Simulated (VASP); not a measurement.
Input for VASP

KPOINTS:
```
Automatic mesh
0
Gamma
12 12 12
0 0 0
```

**INCAR**
```
! general
SYSTEM  = RuAl
PREC    = Accurate
ENCUT   = 500
LREAL   = .FALSE.   ! projection in real space or not
LASPH   = .TRUE.   ! aspherical one-centre terms

! electronic loop
EDIFF   = 1E-6
NELM    = 100   ! most electronic steps
ALGO    = Normal
LMAXMIX = 4

! smearing
ISMEAR  = 1   ! Methfessel-Paxton
SIGMA   = 0.1   ! width (eV)

! functional
GGA     = PS   ! PBEsol

! ions
IBRION  = 2   ! conjugate gradients
NSW     = 40
ISIF    = 3   ! ions, shape and volume
EDIFFG  = -0.02

! output
LWAVE   = .FALSE.
LCHARG  = .FALSE.
```

POSCAR:
```
RuAl
1
    2.9749525989     0.0000000000     0.0000000000
    0.0000000000     2.9749525989     0.0000000000
   -0.0000000000     0.0000000000     2.9749525989
Al Ru
1 1
Direct
  0.5000000000   0.5000000000   0.5000000000
  0.0000000000   0.0000000000   0.0000000000
```

POTCAR, in this order: Al Ru_pv (PBE.64 set). Program: vasp_std.

Question: Write an equivalent input for Quantum ESPRESSO's pw.x.

Answer: One equivalent input (not run):
```
&CONTROL
  calculation = 'vc-relax'
  pseudo_dir = './pseudo'
  outdir = './out'
  tprnfor = .true.
  tstress = .true.
  nstep = 40
  forc_conv_thr = 0.00078
/
&SYSTEM
  ibrav = 0
  nat = 2
  ntyp = 2
  ecutwfc = 84
  occupations = 'smearing'
  smearing = 'methfessel-paxton'
  degauss = 0.00735
  input_dft = 'pbesol'
/
&ELECTRONS
  conv_thr = 7.3e-08
  electron_maxstep = 100
/
&IONS
/
&CELL
/
ATOMIC_SPECIES
  Al 26.982 Al.upf
  Ru 101.070 Ru.upf
CELL_PARAMETERS angstrom
     2.9749526    0.0000000    0.0000000
     0.0000000    2.9749526    0.0000000
    -0.0000000    0.0000000    2.9749526
ATOMIC_POSITIONS crystal
  Al   0.5000000  0.5000000  0.5000000
  Ru   0.0000000  0.0000000  0.0000000
K_POINTS automatic
  12 12 12 0 0 0
```
What does not carry over: the potentials are each code's own (VASP's PAW set, PseudoDojo norm-conserving files in pw.x), so ENCUT and ecutwfc are chosen apart and not converted; conv_thr bounds pw.x's estimated SCF error, while EDIFF bounds the energy change between steps; forc_conv_thr acts on force components and is met together with etot_conv_thr.

The compound is RuAl in the CsCl type structure. It was relaxed first.
